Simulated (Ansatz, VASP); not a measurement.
# AlNi: VASP beside Ansatz

One calculation is typed for both programs; each brings its own data sets. How far apart do they land? The cell is taken from a series of runs on this material, whose earlier steps may have relaxed, scaled, displaced or heated it; both programs get it as it stands.

Main program and level: Ansatz 0.2.0; plane waves, with VASP 6.6.1 beside it; zone-centre phonons at LDA.

**1. The starting structure**

Symmetry: R-3m, No. 166, trigonal system. The conventional cell has a = 3.965 Å, b = 3.965 Å, c = 4.933 Å, α = 90.00°, β = 90.00°, γ = 120.00°. Nearest to Al lie 8 Ni at 2.43 to 2.47 Å. Nearest to Ni lie 8 Al at 2.43 to 2.47 Å. Farther neighbours are not listed.

**2. Ansatz: zone-centre phonons, LDA**

Ansatz runs on its PAW soft_1 files.

Second derivatives magnify differences that forces hide, and they need a tight electronic threshold.

input.yaml reads:

```yaml
crystal:
  lattice:
    - [2.8184573538, 0.0148598991, 0.0148598991]
    - [0.0148598991, 2.8184573538, 0.0148598991]
    - [0.0148598991, 0.0148598991, 2.8184573538]
  atoms:
    - { symbol: Al, position: [0.0, 0.0, 0.0] }
    - { symbol: Ni, position: [0.5, 0.5, 0.5] }
kpoints:
  mp_grid: { grid: [16, 16, 16] }
hamiltonian:
  xc: lda
  pseudopotentials: { kind: paw, azcp: { folder: soft_1 }, xc_functional: pbe }
scf:
  occupations: { method: methfessel_paxton, width: 0.2 }
output:
  eigenvalues: true
phonons:
  method: dfpt
```

Started as:

```sh
ansatz run input.yaml --threads 4 --pin off --max-ram 10240MiB --backend cpu --events-out ev --progress --plain --runs-dir out
```

Numbers of over 12 decimals in the logs are rounded to 6 here.

Log:

```text
Engine: ansatz 0.2.0, aarch64-unknown-linux-gnu
Pseudopotentials: kind: paw
Pseudopotential: Al, paw, valence charge 3, recommended cutoff 420 eV (normal), soft_1/Al.paw.azcp
Pseudopotential: Ni, paw, valence charge 18, recommended cutoff 420 eV (normal), soft_1/Ni.paw.azcp
Functional definition: SPW92
  exchange = slater_x
  correlation = pw_c
Crystal: 2 atoms, lattice volume = 22.387 Å³
Basis set: ecut = 420 eV, 449 PW (Γ), exchange–correlation on 40×40×40 points (8 copies of the dense FFT grid, shifted against one another)
Bands: 15, of which v1, the nominal top of the filled ones, is band 11 counted from 1 (10 counted from 0)
Symmetry: 12 space group operations
k-points: 1098 of 4096 (irreducible under 2 space group operations, time reversal used)
Non-local potential: Al, projectors of the file, l = 0: 2, l = 1: 2, l = 2: 1
Non-local potential: Ni, projectors of the file, l = 0: 3, l = 1: 2, l = 2: 3, l = 3: 1
PAW form: soft (Blöchl's): semilocal exchange-correlation on the pseudo side does not see the compensation charge
PAW frozen core: Al, regenerated for the run's functional, and the local potential with it (the file was generated under x = pbe(κ = 0.804, μ = 0.219515), c = pbe(β = 0.066725))
PAW frozen core: Ni, regenerated for the run's functional, and the local potential with it (the file was generated under x = pbe(κ = 0.804, μ = 0.219515), c = pbe(β = 0.066725))
PAW one-centre angular grid: Al, 110 points (default); XC on 64 Gauss nodes
PAW one-centre angular grid: Ni, 590 points (default); XC on 64 Gauss nodes
Initial density: superposition of atomic densities (chi_scale 0.1, normalization cell, long waves kept (reshape's long-wave potential 0.00 eV rms))
Initial wavefunctions: pseudopotential atomic-orbital guess
Functional: x = slater, c = lda
SCF iter   1: F=—  HF=-6288.042808 eV  |F-HF|=—  |Δ(HF+E_count)|=         —  Δρ=7.00e-2  dr2=1.20e0  ethr=3.10e-3  ⟨swp⟩=4.0  Hψ=72989  notcnv=0
preconditioner: auto → none  [metal: Δε(μ)=0.021 eV  Ē_g=10.611 eV  σ=0.200 eV  W_gap=0.09  n_scr=6 (ndim 8)  ℏωp=28.3 eV  f_vac=0.000  D(μ)=0.55/eV (n_scr^D=0)  sad-step TF]
SCF iter   2: F=—  HF=-6287.873247 eV  |F-HF|=—  |Δ(HF+E_count)|=   1.70e-1  S|Δr|=    0.00e0  Δρ=5.59e-2  dr2=7.81e-1  ethr=3.10e-3  ⟨swp⟩=2.0  Hψ=29396  notcnv=0  defer=271
SCF iter   3: F=—  HF=-6287.678909 eV  |F-HF|=—  |Δ(HF+E_count)|=   1.94e-1  S|Δr|=    0.00e0  Δρ=1.47e-2  dr2=5.16e-2  ethr=3.10e-3  ⟨swp⟩=2.0  Hψ=20851  notcnv=0  defer=271
SCF iter   4: F=—  HF=-6287.668655 eV  |F-HF|=—  |Δ(HF+E_count)|=   1.03e-2  S|Δr|=    0.00e0  Δρ=3.81e-3  dr2=1.74e-3  ethr=2.45e-4  ⟨swp⟩=1.2  Hψ=25246  notcnv=0  defer=259
SCF iter   5: F=—  HF=-6287.668746 eV  |F-HF|=—  |Δ(HF+E_count)|=   9.09e-5  S|Δr|=    0.00e0  Δρ=1.88e-3  dr2=3.72e-4  ethr=8.27e-6  ⟨swp⟩=2.2  Hψ=22853  notcnv=0  defer=259
SCF iter   6: F=—  HF=-6287.668648 eV  |F-HF|=—  |Δ(HF+E_count)|=   9.84e-5  S|Δr|=    0.00e0  Δρ=4.43e-4  dr2=2.22e-5  ethr=1.77e-6  ⟨swp⟩=2.4  Hψ=23886  notcnv=0  defer=259
SCF iter   7: F=—  HF=-6287.668640 eV  |F-HF|=—  |Δ(HF+E_count)|=   7.84e-6  S|Δr|=    0.00e0  Δρ=4.97e-5  dr2=2.89e-7  ethr=1.06e-7  ⟨swp⟩=2.2  Hψ=22439  notcnv=0  defer=259
SCF iter   8: F=—  HF=-6287.668654 eV  |F-HF|=—  |Δ(HF+E_count)|=   1.40e-5  S|Δr|=    0.00e0  Δρ=3.32e-6  dr2=1.42e-9  ethr=1.38e-9  ⟨swp⟩=2.2  Hψ=23589  notcnv=0  defer=261
SCF iter   9: F=-6287.668654 eV  HF=-6287.668654 eV  |F-HF|=2.73e-12  |Δ(HF+E_count)|=  1.78e-10  S|Δr|=    0.00e0  Δρ=1.50e-7  dr2=2.46e-12  ethr=1.00e-12  ⟨swp⟩=5.3  Hψ=84221  notcnv=0
SCF 1 converged in 9 iterations: F = -6287.668654 eV  dr2 = 2.46e-12
  greatest PAW one-centre occupation: 1.001 electrons in one spin orbital (limit 2), on the Ni atom at site 1 (counted from 0), in its partial waves of l = 1
DFPT response loops at Γ: preconditioner auto → Kerker (q_TF=auto, 2.699 Å⁻¹) (partly filled bands, converged f_vac=0.000); β = 1.00, the filter's whole step (`scf.mixing.beta` (0.50) is not read by the response loops under this deck's `scf.mixing.preconditioner`; to damp them name `kerker` or `kerker_dos`, under which they read `scf.mixing.beta`, and type it under 1.00, their step now; both keys bind the ground state too); Broyden in place of MSR1
SCF converged after 9 iterations
Stability not checked: this state was not tested for a lower state beside it, because cold or Methfessel-Paxton smearing, or corrected tetrahedra, fill the levels in a way that the test cannot read (fill_not_monotonic; see scf.lower_state_search)
Free energy (F): -6287.668654 eV
Harris-Foulkes:  -6287.668654 eV  (|F-HF|=2.73e-12)
Internal energy: -6287.669718 eV  (E = F + TS)
E sigma→0 (E₀):  -6287.668920 eV
Entropy (-TS):   0.001064 eV (0.532 meV/atom)
Fermi energy:    14.684560 eV
--- Per-component energies (eV) ---
  E_band       = -321.741191
  E_kinetic    = 371.575359
  E_local      = -3659.603177  (includes V_loc(G=0)·N_el)
  E_nonlocal   = -101.719208
  E_hartree    = 1926.880291
  E_xc         = -152.700471
  E_vxc        = -179.033084  (∫ρ·V_xc dr)
  E_paw        = -2037.709558  (= ΣΔE_a)
  E_vpaw       = -606.722453  (= ΣTr[D̂ρ^β])
  E_aug_tail   = 0.000904  (compensation charges beyond the density's cutoff)
  E_ewald      = -2634.883696
  E_core_change = 0.489838  (= ΣΔE_core)
  E_smearing   = 0.001064  (= −TS)
  E_closure    = -0.000000  (closes the sum)
  Σ components = -6287.668654   (vs F -6287.668654, Δ=0.00e0)
--- Band table (eV; the first three rows and the last of 1098) ---
  k-point 0: bands = [... 7 lower, 12.9787, 12.9787, 13.0233, 20.3863, 20.3863, 20.4918, 23.0806, 23.0806]
  k-point 1: bands = [... 7 lower, 12.9437, 12.9618, 13.0097, 19.6058, 20.4861, 20.5573, 23.0805, 23.8265]
  k-point 2: bands = [... 7 lower, 12.8470, 12.8762, 13.0115, 18.1879, 20.7773, 20.8443, 23.0802, 25.0162]
  k-point 1097: bands = [... 7 lower, 13.6121, 13.6121, 16.4540, 16.6952, 16.6952, 18.8879, 19.3484, 19.5497]
--- Phonons (Γ-DFPT): 2 representative perturbations + reference, on 1098 of 4096 k-points (Σ response iterations 6) ---
  k mesh reduced under 2 symmetry operations, with k and −k counted as one. Each operation leaves every solved perturbation unchanged. A smaller set is not used because it would not reduce the number of displacements times k-points to solve
  ASR residual: 7.970e-5 → 0.000e0 eV/Å²; symmetrization residual: 1.057e-7 eV/Å²
  ASR residual per site (eV/Å²): 8.77e-6 7.97e-5
  Γ frequencies (cm⁻¹): 0.00 0.00 0.00 301.29 323.64 323.64
  non-analytic LO–TO correction: not included (Born effective charges unavailable; polar crystals: no LO–TO splitting at Γ)
```

The column dr2 measures how far the density is from self-consistency, as an energy; F and HF (Harris–Foulkes) agree once it is small.

**3. VASP: zone-centre phonons, LDA**

The same cell, functional (in two slightly different forms), mesh and smearing now go to VASP, with its own data sets.

Lines of VASP's logs that name or quote its potential files are left out, and so is its time.

INCAR reads:

```
SYSTEM = AlNi
PREC = Accurate
ENCUT = 600
EDIFF = 1E-08
NELM = 120
ISMEAR = 1
SIGMA = 0.2
LREAL = .FALSE.
ALGO = Normal
GGA = PW92
NBANDS = 12
LASPH = .TRUE.
LORBIT = 11
LWAVE = .FALSE.
LCHARG = .FALSE.
ISIF = 2
IBRION = 8
GGA_COMPAT = .FALSE.
KPAR = 2
```

POSCAR reads:

```
AlNi
1.0
    2.8184573538      0.0148598991      0.0148598991
    0.0148598991      2.8184573538      0.0148598991
    0.0148598991      0.0148598991      2.8184573538
Al Ni
1 1
Direct
    0.0000000000      0.0000000000      0.0000000000
    0.5000000000      0.5000000000      0.5000000000
```

KPOINTS reads:

```
Automatic mesh
0
Gamma
16 16 16
0 0 0
```

The projector-augmented-wave data sets are Al and Ni (LDA family, release 64).

Started as:

```sh
mpirun -np 2 vasp_std
```

Log:

```text
[banner, memory and clock lines left out]
running    2 mpi-ranks, on    1 nodes
 distrk:  each k-point on    1 cores,    2 groups
 distr:  one band on    1 cores,    1 groups

 POSCAR found type information on POSCAR AlNi
 POSCAR found :  2 types and       2 ions
|                                                                             |
|               ----> ADVICE to this user running VASP <----                  |
|                                                                             |
|     You enforced a specific xc type in the INCAR file but a different       |
|     [... a line on the potential file left out ...]
|     I HOPE YOU KNOW WHAT YOU ARE DOING!                                     |
|                                                                             |

 LDA part: xc-table for (Slater(with rela. corr.)+PW92), standard interpolation
 POSCAR, INCAR and KPOINTS ok, starting setup
 FFT: planning ... GRIDC
 FFT: planning ... GRID_SOFT
 FFT: planning ... GRID
 WAVECAR not read
 entering main loop
       N       E                     dE             d eps       ncg     rms          rms(c)
DAV:   1     0.446033347340E+02    0.44603E+02   -0.62255E+03 10080   0.131E+03
DAV:   2    -0.117843561643E+02   -0.56388E+02   -0.52336E+02 10240   0.211E+02
DAV:   3    -0.135995002102E+02   -0.18151E+01   -0.17943E+01 12096   0.442E+01
DAV:   4    -0.136239505441E+02   -0.24450E-01   -0.24442E-01 11172   0.462E+00
DAV:   5    -0.136245528572E+02   -0.60231E-03   -0.60230E-03 12148   0.804E-01    0.121E+01
DAV:   6    -0.150329449483E+02   -0.14084E+01   -0.43498E+01 11112   0.108E+02    0.141E+01
DAV:   7    -0.122117194101E+02    0.28212E+01   -0.13182E+01 11188   0.652E+01    0.103E+00
DAV:   8    -0.121981496379E+02    0.13570E-01   -0.25002E-01 12112   0.562E+00    0.103E+00
DAV:   9    -0.121822919119E+02    0.15858E-01   -0.45899E-02 12104   0.324E+00    0.163E-01
DAV:  10    -0.121819590725E+02    0.33284E-03   -0.96968E-04 12068   0.455E-01    0.825E-02
DAV:  11    -0.121819595395E+02   -0.46707E-06   -0.30368E-05 12268   0.505E-02    0.245E-02
DAV:  12    -0.121819589770E+02    0.56258E-06   -0.27163E-06 13340   0.281E-02    0.413E-03
DAV:  13    -0.121819588271E+02    0.14982E-06   -0.52549E-07 14788   0.759E-03    0.176E-03
DAV:  14    -0.121819588282E+02   -0.10941E-08   -0.20795E-08  8004   0.133E-03
   1 F= -.12181959E+02 E0= -.12182308E+02  d E =0.104811E-02
 Linear response reoptimize wavefunctions to high precision
DAV:   1    -0.121819588276E+02    0.66166E-09   -0.10429E-08 10916   0.176E-03
DAV:   2    -0.121819588276E+02   -0.16144E-10   -0.12692E-10  5772   0.108E-04
 Linear response DOF=           2
 Linear response progress:
  Degree of freedom:   1/  2
       N       E                     dE             d eps       ncg     rms          rms(c)
RMM:   1    -0.586645606458E-02   -0.58665E-02    0.22785E-03 58761   0.663E-01
RMM:   2    -0.554377037577E-02    0.32269E-03   -0.58753E-05 38887   0.236E-01    0.617E-02
RMM:   3    -0.552712344363E-02    0.16647E-04   -0.10925E-04 43027   0.856E-02    0.304E-02
RMM:   4    -0.559461156447E-02   -0.67488E-04   -0.45315E-05 42581   0.525E-02    0.585E-03
RMM:   5    -0.559934187000E-02   -0.47303E-05   -0.37054E-06 44054   0.125E-02    0.164E-03
RMM:   6    -0.559874738000E-02    0.59449E-06   -0.20806E-07 43127   0.313E-03    0.838E-04
RMM:   7    -0.559877931914E-02   -0.31939E-07   -0.93156E-09 41006   0.145E-03    0.617E-04
RMM:   8    -0.559892453006E-02   -0.14521E-06   -0.37345E-09 46562   0.432E-04    0.217E-04
RMM:   9    -0.559894942368E-02   -0.24894E-07   -0.48868E-10 46308   0.129E-04    0.961E-06
RMM:  10    -0.559893162615E-02    0.17798E-07   -0.34684E-10 47617   0.402E-05    0.924E-06
RMM:  11    -0.559893499844E-02   -0.33723E-08   -0.22557E-10 46406   0.154E-05    0.128E-06
 first order change of Fermi-energy  -0.89779E-04
 force on displaced ion       1 direction 1 :  -6.892   0.321   0.321
 Linear response progress:
  Degree of freedom:   2/  2
       N       E                     dE             d eps       ncg     rms          rms(c)
RMM:   1    -0.187877922330E+00   -0.18788E+00   -0.99458E-02 38718   0.270E+00
RMM:   2    -0.186458337637E+00    0.14196E-02   -0.18122E-03 39234   0.529E-01    0.132E-01
RMM:   3    -0.186456998931E+00    0.13387E-05   -0.14338E-04 42024   0.103E-01    0.779E-02
RMM:   4    -0.186861386519E+00   -0.40439E-03   -0.18511E-04 45383   0.106E-01    0.530E-03
RMM:   5    -0.186842091205E+00    0.19295E-04   -0.35308E-06 46415   0.199E-02    0.330E-03
RMM:   6    -0.186838285420E+00    0.38058E-05   -0.29062E-07 42793   0.583E-03    0.231E-03
RMM:   7    -0.186830887603E+00    0.73978E-05   -0.97082E-08 45550   0.348E-03    0.466E-04
RMM:   8    -0.186826887067E+00    0.40005E-05   -0.17491E-08 48051   0.790E-04    0.782E-05
RMM:   9    -0.186826455447E+00    0.43162E-06   -0.68957E-09 48684   0.199E-04    0.191E-05
RMM:  10    -0.186826294764E+00    0.16068E-06   -0.63037E-09 49251   0.710E-05    0.879E-06
RMM:  11    -0.186826314126E+00   -0.19362E-07   -0.62386E-09 48475   0.442E-05    0.137E-06
RMM:  12    -0.186826310277E+00    0.38491E-08   -0.62443E-09 49241   0.332E-05    0.495E-07
 first order change of Fermi-energy  -0.81572E-03
 force on displaced ion       2 direction 1 :  -6.882   0.318   0.318
 Linear response finished
```

OUTCAR, selected parts (step 3):

```text
ion  position               nearest neighbor table
   1  0.000  0.000  0.000-   2 2.43   2 2.43   2 2.43   2 2.43   2 2.43   2 2.43   2 2.47   2 2.47

  LATTYP: Found a trigonal (rhomboedric) cell.
 ALAT       =     2.8185356993
 COS(alpha) =     0.0105719138

 Subroutine GETGRP returns: Found 12 space group operations
 (whereof 12 operations were pure point group operations)

The static configuration has the point symmetry D_3d.

 Found    417 irreducible k-points:

   k-points           NKPTS =    417   k-points in BZ     NKDIM =    417   number of bands    NBANDS=     12

   dimension x,y,z NGX =    24 NGY =   24 NGZ =   24
   dimension x,y,z NGXF=    48 NGYF=   48 NGZF=   48

   ENCUT  =  600.0 eV  44.10 Ry    6.64 a.u.   5.63  5.63  5.63*2*pi/ulx,y,z

   NELECT =      13.0000    total number of electrons

 k-points in reciprocal lattice and weights: Automatic mesh
   0.00000000  0.00000000  0.00000000       0.000
   0.06250000  0.00000000  0.00000000       0.001
   0.12500000  0.00000000  0.00000000       0.001
   0.18750000  0.00000000  0.00000000       0.001
   0.25000000  0.00000000  0.00000000       0.001
   0.31250000 -0.00000000 -0.00000000       0.001
   0.37500000  0.00000000  0.00000000       0.001
   0.43750000  0.00000000  0.00000000       0.001
   0.50000000  0.00000000  0.00000000       0.001
[...]
-0.43750000  0.50000000  0.43750000       0.001
   0.50000000  0.50000000  0.50000000       0.000

 average (electrostatic) potential at core
       1 -67.4230       2 -80.7849

  Total        0.4222232      0.4222232      0.4222232     -0.1962022     -0.1962022     -0.1962022
  in kB       30.2172122     30.2172122     30.2172122    -14.0415852    -14.0415852    -14.0415852
  external PRESSURE =      30.2172122 kB  Pullay stress =       0.0000000 kB

  energy-cutoff  :      600.00
  volume of cell :       22.39
      direct lattice vectors                 reciprocal lattice vectors
     2.818457354  0.014859899  0.014859899     0.354823643 -0.001860944 -0.001860944
     0.014859899  2.818457354  0.014859899    -0.001860944  0.354823643 -0.001860944
     0.014859899  0.014859899  2.818457354    -0.001860944 -0.001860944  0.354823643

 POSITION                                       TOTAL-FORCE (eV/Angst)
 -----------------------------------------------------------------------------------
      0.00000      0.00000      0.00000         0.000000      0.000000      0.000000
      1.42409      1.42409      1.42409        -0.000000     -0.000000      0.000000
 -----------------------------------------------------------------------------------
    total drift:                                0.000000      0.000000     -0.000000

 Eigenvectors and eigenvalues of the dynamical matrix
 ----------------------------------------------------

   1 f  =    9.762920 THz    61.342235 2PiTHz  325.655955 cm-1    40.376174 meV
             X         Y         Z           dx          dy          dz
      0.000000  0.000000  0.000000    -0.245806    0.668260   -0.422454
      1.424089  1.424089  1.424089     0.166510   -0.452682    0.286172

   2 f  =    9.762920 THz    61.342235 2PiTHz  325.655955 cm-1    40.376174 meV
             X         Y         Z           dx          dy          dz
      0.000000  0.000000  0.000000     0.629724   -0.101987   -0.527737
      1.424089  1.424089  1.424089    -0.426577    0.069087    0.357490

   3 f  =    9.089998 THz    57.114143 2PiTHz  303.209702 cm-1    37.593195 meV
             X         Y         Z           dx          dy          dz
      0.000000  0.000000  0.000000     0.477924    0.477924    0.477924
      1.424089  1.424089  1.424089    -0.323917   -0.323917   -0.323917

   4 f/i=    0.001672 THz     0.010508 2PiTHz    0.055783 cm-1     0.006916 meV
             X         Y         Z           dx          dy          dz
      0.000000  0.000000  0.000000     0.323917    0.323917    0.323917
      1.424089  1.424089  1.424089     0.477924    0.477924    0.477924

   5 f/i=    0.004173 THz     0.026219 2PiTHz    0.139192 cm-1     0.017258 meV
             X         Y         Z           dx          dy          dz
      0.000000  0.000000  0.000000    -0.062503   -0.361610    0.424113
      1.424089  1.424089  1.424089    -0.092269   -0.533818    0.626087

   6 f/i=    0.004173 THz     0.026219 2PiTHz    0.139192 cm-1     0.017258 meV
             X         Y         Z           dx          dy          dz
      0.000000  0.000000  0.000000    -0.453637    0.280948    0.172689
      1.424089  1.424089  1.424089    -0.669671    0.414743    0.254929

 ELASTIC MODULI CONTR FROM IONIC RELAXATION (kBar)
 Direction    XX          YY          ZZ          XY          YZ          ZX
 --------------------------------------------------------------------------------
 XX           0.0000      0.0000      0.0000      0.0000      0.0000      0.0000
 YY           0.0000      0.0000      0.0000      0.0000      0.0000      0.0000
 ZZ           0.0000      0.0000      0.0000      0.0000      0.0000      0.0000
 XY           0.0000      0.0000      0.0000      0.0000      0.0000      0.0000
 YZ           0.0000      0.0000      0.0000      0.0000      0.0000      0.0000
 ZX           0.0000      0.0000      0.0000      0.0000      0.0000      0.0000
 --------------------------------------------------------------------------------
```

This run has no spin polarisation, so a moment on Ni, if there is one, isn't seen. Its electron count is odd, so without a moment it is a metal by construction.

**4. Comparison**

Known differences besides the potentials themselves: the data sets hold 21 valence electrons in Ansatz (on its PAW soft_1 files) and 13 in VASP; the cutoff is 420 eV in Ansatz and 600 eV in VASP; VASP's log shows a relativistic correction to its local exchange, Ansatz's none. Total energies have different zeros and are not compared.

Both answers:

```csv
quantity,Ansatz,VASP,difference
optical mode 1 (cm⁻¹),301.3,303.2,-0.63 %
optical mode 2 to 3 (cm⁻¹),323.6,325.7,-0.62 %
```

Modes are paired by rising frequency, not by their patterns, so a pair may set unlike modes beside each other; they are those without the splitting of longitudinal modes.

**5. Results**

| Quantity | Value |
| --- | --- |
| r.m.s. difference of the optical zone-centre modes, each program's sorted by frequency (zone-centre phonons, LDA) | 2.0 cm⁻¹ |
| difference in optical mode 1 (zone-centre phonons, LDA) | -0.6 % |

The r.m.s. difference of the optical zone-centre modes, each program's sorted by frequency is 2.0 cm⁻¹ (zone-centre phonons, LDA). The data sets hold unlike numbers of valence electrons (21 in Ansatz and 13 in VASP), so part of the differences comes from the potentials. Among the rows given in per cent, the largest difference of the zone-centre phonons, LDA pair is in optical mode 1, -0.6 %. Such differences can come from data sets, numerical settings and the points named under the comparisons, not from the functional's error against experiment.

[Lines on the potential files, build, host, timing and source positions are cut from VASP's logs without a mark.]

[Logs are printed without paths, hosts, clocks, repeated set-up lines and the standing remarks that a program may print on its own settings, such as how far it seeks lower states.]

[Hosts, paths, dates, database ids (printed as entryN), source tags and the programs' standing remarks are cut or masked in the printed files.]
